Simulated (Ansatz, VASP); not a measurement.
## Cross-check of Ru (Ru(0001)) between VASP and Ansatz

One calculation is typed for both programs; each brings its own data sets. How far apart do they land? The cell is taken from a series of runs on this material, whose earlier steps may have relaxed, scaled, displaced or heated it; both programs get it as it stands.

Main program and level: Ansatz 0.2.0; plane waves, with VASP 6.6.1 beside it; single point at PBE.

## (1) The structure

The cell holds 7 atoms: 7 Ru. Its edges and angles: a = 2.700 Å, b = 2.700 Å, c = 30.830 Å, α = 90.0°, β = 90.0°, γ = 60.0°. Vacuum lies along c.

## (2) Ansatz: single point, PBE

Ansatz runs on its default PAW (the set named soft_2) files.

With cell and atoms fixed, the geometry can't cause a difference; cores, projectors, grids and the points listed under the comparison can.

The input, input.yaml:

```yaml
crystal:
  lattice:
    - [2.7, 0.0, 0.0]
    - [1.35, 2.3382685902, 0.0]
    - [0.0, 0.0, 30.8304]
  atoms:
    - { symbol: Ru, position: [0.0, 0.0, 0.2919196637] }
    - { symbol: Ru, position: [0.6666666667, 0.6666666667, 0.3612797758] }
    - { symbol: Ru, position: [0.0, 0.0, 0.4306398879] }
    - { symbol: Ru, position: [0.6666666667, 0.6666666667, 0.5] }
    - { symbol: Ru, position: [0.0, 0.0, 0.5693601121] }
    - { symbol: Ru, position: [0.6666666667, 0.6666666667, 0.6387202242] }
    - { symbol: Ru, position: [0.0, 0.0, 0.7080803363] }
kpoints:
  mp_grid: { grid: [17, 17, 1] }
hamiltonian:
  xc: pbe
scf:
  occupations: { method: fermi_dirac, width: 0.1 }
  convergence: { dr2_threshold: 1.0e-09 }
efield:
  axis: 3
  dipole_correction: true
  ramp_position: 0.97
  ramp_width: 0.06
basis:
  ecutwfc: "300 eV"
output:
  write_potential: true
  write_density: true
  volumetric_format: npy
```

The run is started by

```bash
$ ansatz run input.yaml --threads 2 --pin off --max-ram 3072MiB --backend cpu --events-out ev --progress --plain --runs-dir out
```

Numbers of over 12 decimals in the logs are rounded to 6 here.

Output:

```text
Warning: basis.ecutwfc = 300 eV is below the records' recommended 420 eV, and the density's cutoff is lower with it unless basis.ecutrho_ratio is high enough to keep the records' density cutoff: compare with a run at a higher cutoff
Engine: ansatz 0.2.0, aarch64-unknown-linux-gnu
Pseudopotentials: kind: paw
Pseudopotential: Ru, paw, valence charge 16, recommended cutoff 420 eV (normal), Ru.paw.azcp
Functional definition: PBE
  parameter kappa = 0.804
  parameter beta = 0.066725
  exchange = pbe_x(kappa = kappa, mu = beta*pi^2/3)
  correlation = pbe_c(beta = beta)
Crystal: 7 atoms, lattice volume = 194.642 Å³
Basis set: ecut = 300 eV, 2307 PW (Γ)
Bands: 68, of which v1, the nominal top of the filled ones, is band 56 counted from 1 (55 counted from 0)
Symmetry: 6 space group operations
k-points: 33 of 289 (time reversal used)
Non-local potential: Ru, projectors of the file, l = 0: 3, l = 1: 2, l = 2: 2, l = 3: 1
PAW form: soft (Blöchl's): semilocal exchange-correlation on the pseudo side does not see the compensation charge
PAW one-centre angular grid: Ru, 590 points (default); XC on 64 Gauss nodes
Initial density: superposition of atomic densities (neutral atoms: chi_scale 0, normalization atom), corrected by the library's trained network
Initial wavefunctions: pseudopotential atomic-orbital guess
Functional: x = pbe(κ = 0.804, μ = 0.219515), c = pbe(β = 0.066725)
SCF iter   1: F=—  HF=-41147.802890 eV  |F-HF|=—  |Δ(HF+E_count)|=         —  Δρ=1.49e-2  dr2=5.96e0  ethr=1.77e-3  p=0.000 e·Å  D=2.84e-14 V/Å  ΔV_dip=-0.00 eV  dr2_dipole=3.49e-6  V_vac-E_F(+/−)=4.62/4.62 eV  ⟨swp⟩=7.2  Hψ=9190  notcnv=0  defer=7
efield: sawtooth ramp at fractional position 0.9700 (set: `efield.ramp_position`, or a place that a band, a saddle search or an elastic batch's reference lends), width 0.0600; the density the first Hamiltonian is built on has a dipole p = 0.000 e·Å; the dipole correction subtracts the counter field D = 2.84e-14 V/Å, which shifts the + side's vacuum level by -0.00 eV against the − side's; the planar-averaged density in the ramp window peaks in size at 2.2e-5 e/Å³
preconditioner: auto → LDOS  [metal: Δε(μ)=0.004 eV  Ē_g=4.897 eV  σ=0.100 eV  W_gap=0.01  n_scr=24 (ndim 8)  ℏωp=19.9 eV  f_vac=0.472  D(μ)=7.73/eV (n_scr^D=26)  β→1.0]
SCF iter   2: F=—  HF=-41147.750124 eV  |F-HF|=—  |Δ(HF+E_count)|=   5.28e-2  Δρ=4.83e-3  dr2=5.55e-2  ethr=1.77e-3  p=0.000 e·Å  D=1.14e-6 V/Å  ΔV_dip=-0.00 eV  dr2_dipole=1.81e-6  V_vac-E_F(+/−)=4.99/4.99 eV  ⟨swp⟩=2.0  Hψ=2860  notcnv=0  defer=11
SCF iter   3: F=—  HF=-41147.742888 eV  |F-HF|=—  |Δ(HF+E_count)|=   7.24e-3  Δρ=2.10e-3  dr2=1.27e-2  ethr=4.96e-5  p=0.000 e·Å  D=3.15e-6 V/Å  ΔV_dip=-0.00 eV  dr2_dipole=9.35e-8  V_vac-E_F(+/−)=5.04/5.04 eV  ⟨swp⟩=3.3  Hψ=5102  notcnv=0  defer=11
SCF iter   4: F=—  HF=-41147.740548 eV  |F-HF|=—  |Δ(HF+E_count)|=   2.34e-3  Δρ=2.79e-4  dr2=6.01e-4  ethr=1.14e-5  p=0.000 e·Å  D=8.55e-7 V/Å  ΔV_dip=-0.00 eV  dr2_dipole=5.58e-8  V_vac-E_F(+/−)=5.05/5.05 eV  ⟨swp⟩=2.5  Hψ=3663  notcnv=0  defer=11
SCF iter   5: F=—  HF=-41147.740499 eV  |F-HF|=—  |Δ(HF+E_count)|=   4.90e-5  Δρ=9.24e-5  dr2=2.99e-5  ethr=5.37e-7  p=0.000 e·Å  D=6.19e-7 V/Å  ΔV_dip=-0.00 eV  dr2_dipole=1.82e-8  V_vac-E_F(+/−)=5.06/5.06 eV  ⟨swp⟩=2.7  Hψ=3654  notcnv=0  defer=11
SCF iter   6: F=—  HF=-41147.740510 eV  |F-HF|=—  |Δ(HF+E_count)|=   1.18e-5  Δρ=5.78e-5  dr2=1.36e-5  ethr=2.67e-8  p=0.000 e·Å  D=1.69e-7 V/Å  ΔV_dip=-0.00 eV  dr2_dipole=3.42e-10  V_vac-E_F(+/−)=5.07/5.07 eV  ⟨swp⟩=3.3  Hψ=4967  notcnv=0  defer=11
SCF iter   7: F=—  HF=-41147.740506 eV  |F-HF|=—  |Δ(HF+E_count)|=   4.82e-6  Δρ=2.53e-5  dr2=1.60e-6  ethr=1.21e-8  p=-0.000 e·Å  D=-3.00e-9 V/Å  ΔV_dip=0.00 eV  dr2_dipole=1.17e-10  V_vac-E_F(+/−)=5.07/5.07 eV  ⟨swp⟩=2.2  Hψ=3344  notcnv=0  defer=11
SCF iter   8: F=—  HF=-41147.740511 eV  |F-HF|=—  |Δ(HF+E_count)|=   5.68e-6  Δρ=9.75e-6  dr2=2.00e-7  ethr=1.43e-9  p=-0.000 e·Å  D=-4.28e-8 V/Å  ΔV_dip=0.00 eV  dr2_dipole=1.02e-10  V_vac-E_F(+/−)=5.07/5.07 eV  ⟨swp⟩=3.1  Hψ=4808  notcnv=0  defer=11
SCF iter   9: F=—  HF=-41147.740511 eV  |F-HF|=—  |Δ(HF+E_count)|=   5.50e-8  Δρ=2.88e-6  dr2=2.84e-8  ethr=1.79e-10  p=-0.000 e·Å  D=-3.17e-8 V/Å  ΔV_dip=0.00 eV  dr2_dipole=4.16e-11  V_vac-E_F(+/−)=5.07/5.07 eV  ⟨swp⟩=2.6  Hψ=3934  notcnv=0  defer=11
SCF iter  10: F=-41147.740511 eV  HF=-41147.740511 eV  |F-HF|=5.31e-10  |Δ(HF+E_count)|=   1.44e-8  Δρ=5.62e-7  dr2=8.14e-10  ethr=1.00e-12  p=-0.000 e·Å  D=-1.30e-8 V/Å  ΔV_dip=0.00 eV  dr2_dipole=4.63e-12  V_vac-E_F(+/−)=5.07/5.07 eV  ⟨swp⟩=6.2  Hψ=8475  notcnv=0
SCF 1 converged in 10 iterations: F = -41147.740511 eV  dr2 = 8.14e-10
  greatest PAW one-centre occupation: 1.003 electrons in one spin orbital (limit 2), on the Ru atom at site 6 (counted from 0), in its partial waves of l = 0
WARN: The output density's exchange-correlation potential varies sharply where the density is thin. Do not read a vacuum level from v_tot or v_xc, or from such a field of the output density. On a cell that repeats whose density bears no net charge and no dipole along the vacuum's axis use v_es (v_loc + v_h of the components); under efield.dipole_correction with no amplitude use v_es + v_field, which holds any externa [...]
SCF converged after 10 iterations
Free energy (F): -41147.740511 eV
Harris-Foulkes:  -41147.740511 eV  (|F-HF|=5.31e-10)
Internal energy: -41147.490610 eV  (E = F + TS)
E sigma→0 (E₀):  -41147.615561 eV
Entropy (-TS):   -0.249902 eV (-35.700 meV/atom)
Fermi energy:    8.933867 eV
Dipole field:    D = 0.000003 V/Å  (p = 0.000003 e·Å, saw-weighted, corrected)
Work function:   Φ+ = 5.0748 eV   Φ− = 5.0750 eV
Levels:          The Fermi level and band energies are counted from a zero that moves with the ramp; work functions are not
--- Per-component energies (eV) ---
  E_band       = -1996.641826
  E_kinetic    = 3606.790704
  E_local      = -256343.579045  (includes V_loc(G=0)·N_el)
  E_nonlocal   = 2391.782147
  E_hartree    = 125786.558895
  E_xc         = -1333.668661
  E_vxc        = -1674.098353  (∫ρ·V_xc dr)
  E_paw        = -24223.610179  (= ΣΔE_a)
  E_vpaw       = -1550.642915  (= ΣTr[D̂ρ^β])
  E_aug_tail   = -0.007463  (compensation charges beyond the density's cutoff)
  E_efield     = 0.000000  (sawtooth field / dipole correction)
  E_vefield    = 0.000000  (∫n·V_field dr)
  E_ewald      = 108968.242993
  E_smearing   = -0.249902  (= −TS)
  E_closure    = -0.000000  (closes the sum)
  Σ components = -41147.740511   (vs F -41147.740511, Δ=0.00e0)
--- Band table (eV; the first three rows and the last of 33) ---
  k-point 0: bands = [... 52 lower, 7.0166, 7.2736, 7.7900, 7.7900, 8.3293, 8.3293, 8.5037, 8.9574, ... 8 higher]
  k-point 1: bands = [... 52 lower, 7.1094, 7.2834, 7.7043, 7.7405, 8.2423, 8.2889, 8.2922, 8.9295, ... 8 higher]
  k-point 2: bands = [... 52 lower, 7.1905, 7.3773, 7.3824, 7.6882, 7.8827, 8.0206, 8.2255, 8.4094, ... 8 higher]
  k-point 32: bands = [... 52 lower, 7.8249, 8.3592, 9.2071, 9.5518, 9.5537, 9.8830, 10.0201, 10.0490, ... 8 higher]
```

## (3) VASP: single point, PBE

The same cell, functional, mesh and smearing now go to VASP, with its own data sets.

Lines of VASP's logs that name or quote its potential files are left out, and so is its time.

The input, INCAR:

```
SYSTEM = Ru
PREC = Accurate
ENCUT = 400
EDIFF = 1E-06
NELM = 120
ISMEAR = -1
SIGMA = 0.1
LREAL = .FALSE.
ALGO = Normal
GGA = PE
NBANDS = 60
LASPH = .TRUE.
LORBIT = 11
LWAVE = .FALSE.
LCHARG = .FALSE.
ISIF = 2
LDIPOL = .TRUE.
IDIPOL = 3
DIPOL = 0.5 0.5 0.5
LVHAR = .TRUE.
GGA_COMPAT = .FALSE.
NELMDL = -8
KPAR = 2
```

The input, POSCAR:

```
Ru
1.0
    2.7000000000      0.0000000000      0.0000000000
    1.3500000000      2.3382685902      0.0000000000
    0.0000000000      0.0000000000     30.8304000000
Ru
7
Direct
    0.0000000000      0.0000000000      0.2919196637
    0.6666666667      0.6666666667      0.3612797758
    0.0000000000      0.0000000000      0.4306398879
    0.6666666667      0.6666666667      0.5000000000
    0.0000000000      0.0000000000      0.5693601121
    0.6666666667      0.6666666667      0.6387202242
    0.0000000000      0.0000000000      0.7080803363
```

The input, KPOINTS:

```
Automatic mesh
0
Gamma
17 17 1
0 0 0
```

Potentials, in the order of the species: Ru_pv (PBE family, release 64).

The run is started by

```bash
$ mpirun -np 2 vasp_std
```

Output:

```text
[banner, memory and clock lines left out]
running    2 mpi-ranks, on    1 nodes
 distrk:  each k-point on    1 cores,    2 groups
 distr:  one band on    1 cores,    1 groups

 POSCAR found type information on POSCAR Ru
 POSCAR found :  1 types and       7 ions
 LDA part: xc-table for (Slater+PW92), standard interpolation
 POSCAR, INCAR and KPOINTS ok, starting setup
 FFT: planning ... GRIDC
 FFT: planning ... GRID_SOFT
 FFT: planning ... GRID
 WAVECAR not read
 entering main loop
       N       E                     dE             d eps       ncg     rms          rms(c)
DAV:   1     0.958055515049E+03    0.95806E+03   -0.56152E+04  5016   0.134E+03
DAV:   2    -0.345977760776E+02   -0.99265E+03   -0.95649E+03  4352   0.448E+02
DAV:   3    -0.661797392987E+02   -0.31582E+02   -0.30232E+02  5060   0.768E+01
DAV:   4    -0.673258727035E+02   -0.11461E+01   -0.11234E+01  4940   0.112E+01
DAV:   5    -0.673791867448E+02   -0.53314E-01   -0.53092E-01  5260   0.205E+00
DAV:   6    -0.673810530443E+02   -0.18663E-02   -0.18571E-02  5184   0.329E-01
DAV:   7    -0.673811486584E+02   -0.95614E-04   -0.94457E-04  5348   0.610E-02
DAV:   8    -0.673811560405E+02   -0.73821E-05   -0.73007E-05  4232   0.108E-02    0.316E+01
DAV:   9    -0.708689396128E+02   -0.34878E+01   -0.42485E+01  4720   0.378E+01    0.259E+01
DAV:  10    -0.134423330844E+03   -0.63554E+02   -0.27828E+02  5796   0.889E+01    0.696E+01
DAV:  11    -0.895487229545E+02    0.44875E+02   -0.58631E+01  4708   0.194E+01    0.424E+01
DAV:  12    -0.718237154558E+02    0.17725E+02   -0.38521E+01  4632   0.406E+01    0.274E+01
DAV:  13    -0.626567939145E+02    0.91669E+01   -0.32216E+01  4928   0.232E+01    0.830E+00
DAV:  14    -0.626659758586E+02   -0.91819E-02   -0.37223E+00  4912   0.909E+00    0.609E+00
[...]
DAV:  27    -0.626014068860E+02   -0.23788E-04   -0.67793E-06  3200   0.147E-02    0.621E-03
DAV:  28    -0.626014174568E+02   -0.10571E-04   -0.14261E-06  2412   0.596E-03    0.204E-03
DAV:  29    -0.626014216638E+02   -0.42070E-05   -0.28989E-07  2280   0.225E-03    0.173E-03
DAV:  30    -0.626014244073E+02   -0.27435E-05   -0.23469E-07  2180   0.244E-03    0.129E-03
DAV:  31    -0.626014268537E+02   -0.24464E-05   -0.84286E-08  2108   0.122E-03    0.673E-04
DAV:  32    -0.626014283252E+02   -0.14715E-05   -0.88427E-08  2152   0.711E-04    0.292E-04
DAV:  33    -0.626014294850E+02   -0.11598E-05   -0.42213E-08  2084   0.447E-04    0.161E-04
DAV:  34    -0.626014299537E+02   -0.46870E-06   -0.20479E-08  2036   0.310E-04
   1 F= -.62601430E+02 E0= -.62476341E+02  d E =-.250178E+00
```

From OUTCAR (step 3):

```text
ion  position               nearest neighbor table
   1  0.000  0.000  0.292-   2 2.65   2 2.65   2 2.65
   2  0.667  0.667  0.361-   1 2.65   3 2.65   1 2.65   3 2.65   1 2.65   3 2.65
   3  0.000  0.000  0.431-   2 2.65   4 2.65   2 2.65   4 2.65   2 2.65   4 2.65
   4  0.667  0.667  0.500-   3 2.65   5 2.65   3 2.65   5 2.65   3 2.65   5 2.65
   5  0.000  0.000  0.569-   4 2.65   6 2.65   4 2.65   6 2.65   4 2.65   6 2.65
   6  0.667  0.667  0.639-   5 2.65   7 2.65   5 2.65   7 2.65   5 2.65   7 2.65
   7  0.000  0.000  0.708-   6 2.65   6 2.65   6 2.65

  LATTYP: Found a hexagonal cell.
 ALAT       =     2.7000000000
 C/A-ratio  =    11.4186666667

 Subroutine GETGRP returns: Found 12 space group operations
 (whereof 12 operations were pure point group operations)

The static configuration has the point symmetry D_3h.

 Found     33 irreducible k-points:

   k-points           NKPTS =     33   k-points in BZ     NKDIM =     33   number of bands    NBANDS=     60

   dimension x,y,z NGX =    18 NGY =   18 NGZ =  210
   dimension x,y,z NGXF=    36 NGYF=   36 NGZF=  420

   ENCUT  =  400.0 eV  29.40 Ry    5.42 a.u.   4.40  4.40 50.28*2*pi/ulx,y,z

   NELECT =      98.0000    total number of electrons

 k-points in reciprocal lattice and weights: Automatic mesh
   0.00000000  0.00000000  0.00000000       0.003
   0.05882353  0.00000000  0.00000000       0.021
   0.11764706  0.00000000  0.00000000       0.021
   0.17647059  0.00000000  0.00000000       0.021
   0.23529412  0.00000000  0.00000000       0.021
   0.29411765  0.00000000  0.00000000       0.021
   0.35294118  0.00000000  0.00000000       0.021
   0.41176471  0.00000000  0.00000000       0.021
   0.47058824  0.00000000  0.00000000       0.021
[...]
-0.41176471  0.29411765  0.00000000       0.021
  -0.35294118  0.29411765  0.00000000       0.021

 dipolmoment           0.000000      0.000000     -0.000000 electrons x Angstroem

 average (electrostatic) potential at core
       1 -76.0144       2 -76.4502       3 -76.3432       4 -76.3289       5 -76.3432
       6 -76.4502       7 -76.0144

 E-fermi :   3.7252

 k-point     1 :       0.0000    0.0000    0.0000
  band No.  band energies     occupation
    ...
     50       3.1287      1.99488
     51       3.1287      1.99488
     52       3.2907      1.97441
     53       3.7620      0.81799
     54       3.7620      0.81799
     55       4.3297      0.00473
     56       4.3297      0.00473
     57       4.3778      0.00292
     58       4.7189      0.00010
     59       4.7189      0.00010
    ...

 k-point     2 :       0.0588    0.0000    0.0000
  band No.  band energies     occupation
    ...
     51       3.0874      1.99661
     52       3.0905      1.99650
     53       3.7301      0.97554
     54       3.7405      0.92381
     55       3.7831      0.71839
     56       3.9810      0.14386
     57       4.3108      0.00571
     58       4.4988      0.00087
     59       4.7205      0.00010
     60       4.9035      0.00002

 k-point     3 :       0.1176    0.0000    0.0000
  band No.  band energies     occupation
    ...
     51       2.8123      1.99978
     52       3.0239      1.99820
     53       3.1965      1.98994
     54       3.4802      1.84115
     55       3.6582      1.32319
     56       4.0637      0.06553
     57       4.2625      0.00924
     58       4.7209      0.00009
     59       4.8651      0.00002
     60       4.9625      0.00001

  Total       -0.3590967     -0.3590967     -1.1277652      0.0000000      0.0000000      0.0000000
  in kB       -2.9558654     -2.9558654     -9.2830766      0.0000000      0.0000000      0.0000000
  external PRESSURE =      -5.0649358 kB  Pullay stress =       0.0000000 kB

  energy-cutoff  :      400.00
  volume of cell :      194.64
      direct lattice vectors                 reciprocal lattice vectors
     2.700000000  0.000000000  0.000000000     0.370370370 -0.213833433  0.000000000
     1.350000000  2.338268590  0.000000000     0.000000000  0.427666866  0.000000000
     0.000000000  0.000000000 30.830400000     0.000000000  0.000000000  0.032435518

 POSITION                                       TOTAL-FORCE (eV/Angst)
 -----------------------------------------------------------------------------------
      0.00000      0.00000      9.00000         0.000000      0.000000      0.548293
      2.70000      1.55885     11.13840        -0.000000     -0.000000     -0.672120
      0.00000      0.00000     13.27680        -0.000000     -0.000000     -0.192129
      2.70000      1.55885     15.41520         0.000000     -0.000000      0.000000
      0.00000      0.00000     17.55360        -0.000000     -0.000000      0.192129
      2.70000      1.55885     19.69200         0.000000      0.000000      0.672120
      0.00000      0.00000     21.83040         0.000000      0.000000     -0.548293
 -----------------------------------------------------------------------------------
    total drift:                               -0.000000     -0.000000     -0.000000

  FREE ENERGIE OF THE ION-ELECTRON SYSTEM (eV)
  ---------------------------------------------------
  free  energy   TOTEN  =       -62.6014299537 eV

  energy  without entropy=      -62.3512523929  energy(sigma->0) =      -62.47634117

 vacuum level on the upper side and lower side of the slab         8.789         8.789

 total charge
# of ion       s       p       d       tot
------------------------------------------
    1        0.389   6.217   5.937  12.542
    2        0.406   6.316   5.940  12.661
    3        0.408   6.319   5.956  12.683
    4        0.408   6.319   5.957  12.684
    5        0.408   6.319   5.956  12.683
    6        0.406   6.316   5.940  12.661
    7        0.389   6.217   5.937  12.542
--------------------------------------------------
tot          2.812  44.024  41.622  88.457

[... 3 further parts left out ...]
```

## (4) Differences

Known differences besides the potentials themselves: the data sets hold 112 valence electrons in Ansatz (on its default PAW (the set named soft_2) files) and 98 in VASP; the cutoff is 300 eV in Ansatz and 400 eV in VASP; Ansatz's log warns that its cutoff lies below the recommended one. Total energies have different zeros and are not compared.

Compared:

```
                                   quantity  Ansatz  VASP  difference
 work function, lower of the two faces (eV)    5.07  5.06       +0.01
work function, higher of the two faces (eV)    5.08  5.06       +0.01
```

With vacuum in the cell, a pressure given here is an average over mostly empty space and none of the material.

## (5) Outcome

```
difference in work function, higher of the two faces (single point, PBE) : 0.011 eV
```

In words: The difference in work function, higher of the two faces is 0.011 eV (single point, PBE). The data sets hold unlike numbers of valence electrons (112 in Ansatz and 98 in VASP), so part of the differences comes from the potentials. How closely two codes agree says nothing of how well the functional describes the real material.

[Lines on the potential files, build, host, timing and source positions are cut from VASP's logs without a mark.]

[Logs are printed without paths, hosts, clocks, repeated set-up lines and the standing remarks that a program may print on its own settings, such as how far it seeks lower states.]

[Hosts, paths, dates, database ids (printed as entryN), source tags and the programs' standing remarks are cut or masked in the printed files.]
